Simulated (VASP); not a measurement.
Runs of VASP 6.6.1 on AlC6. It takes space group Pm-3m (No. 221, cubic). The conventional cell has a = 3.884 Å, b = 3.884 Å, c = 3.884 Å, α = 90.00°, β = 90.00°, γ = 90.00°. Al (site symmetry m-3m) has 24 C at 2.83 Å as nearest neighbours. C (site symmetry 4mm) is surrounded by 1 C at 1.36 Å. The cell was built by a generator and needn't be a form met in nature.

```tsv
task	cell	k mesh	cutoff (eV)	mesh quality	gap on the mesh (eV)	pressure (GPa)	relaxed volume (Å³/atom)	largest force (eV/Å)
relaxation of cell and atoms	relaxed from: species swapped into the CaB6 type (Pm-3m, No. 221)	10 × 10 × 10	600	not flagged	-	0.0	8.35	0.01
relaxation of cell and atoms	relaxed from: species swapped into the CaB6 type (Pm-3m, No. 221)	4 × 4 × 4	600	not flagged	-	0.0	(a)	0.01
single point	species swapped into the CaB6 type (Pm-3m, No. 221)	4 × 4 × 4	520	not flagged	none	-18.8	-	0.47
single point	as given	10 × 10 × 10	520	not flagged	none	0.1	-	0.03
single point	species swapped into the CaB6 type (Pm-3m, No. 221)	4 × 4 × 4	520	coarse	none	0.0	-	0.03
single point	species swapped into the CaB6 type (Pm-3m, No. 221)	10 × 10 × 10	520	not flagged	none	0.1	-	0.03
```

Alike in all rows: level PBE; potentials or basis VASP PAW PBE potentials, release 64 (Al, C); no spin polarisation; smearing gaussian 0.1 eV.

Problem. Estimate the missing entries.

Solution. (a) 8.45.

Caveats: some runs use coarse meshes; the bands computed are all filled at some k points, so no gap is given (some runs); the volume moved by over 15 % at a fixed basis, so the end points are rough (some runs); so large a pressure means that the cell lies far from this level's equilibrium, or that cutoff or potentials fall short (some runs).

A gap of «none» marks a metal or a gap under the smearing width.
